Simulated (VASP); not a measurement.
Data:

```yaml
crystal:
  lattice:
    - [-1.81331, 1.81331, 1.81331]
    - [1.81331, -1.81331, 1.81331]
    - [1.81331, 1.81331, -1.81331]
  atoms:
    - { symbol: Sc, position: [0.00000, 0.00000, 0.00000] }
```

Calculation: PBEsol GGA, VASP's PBE PAW potentials (set 64) (plane waves; VASP). Numerical set-up: 400 eV cut-off, Gaussian smearing of 0.050 eV, potentials Sc_sv.

Question: Give the energies of bands 5 to 8 at the high-symmetry points, in eV from the Fermi level.

Answer: 
| band | Γ | H | N | P |
|---|---|---|---|---|
| 5 | -5.32 | -1.30 | -1.85 | -0.24 |
| 6 | 1.47 | -1.30 | 0.25 | -0.24 |
| 7 | 1.47 | 4.02 | 0.52 | -0.24 |
| 8 | 1.47 | 4.02 | 2.94 | 3.34 |

It has no gap at this level: it comes out as a metal or semimetal.

The structure was generated: Sc was put into the bcc type (Im-3m), which need not be its known phase. It was relaxed first.
